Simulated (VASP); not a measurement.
```
CELL_PARAMETERS angstrom
      0.00000     2.26545     2.26545
      2.26545     0.00000     2.26545
      2.26545     2.26545     0.00000
ATOMIC_POSITIONS crystal
  Hf 0.00000 0.00000 0.00000
  C  0.50000 0.50000 0.50000
```

The numbers are results of LDA (Ceperley-Alder, Perdew-Zunger), VASP's LDA PAW potentials (set 64) (plane waves; VASP 6.6.1), not measurements. Numerical set-up: 520 eV cut-off, 14×14×14 Γ-centred mesh, first-order Methfessel-Paxton smearing of 0.10 eV, potentials Hf_pv C.

Unless said otherwise, spin-orbit coupling is left out, though it shifts the bands of the heavy elements here.

Q: Estimate the energy per atom (σ→0), pressure, band gap (on the k-mesh) with the smallest direct gap where there is one.

A: 
```yaml
band gap (on the k-mesh): none (metal, semimetal or under 0.01 eV)
energy per atom (σ→0): -11.438 eV/atom
pressure: 8.48 GPa
```

Only differences to runs with the same potentials and settings are physical.

The compound is HfC in the rock salt structure. This cell is one point of a volume scan, at 0.97 of the reference volume.
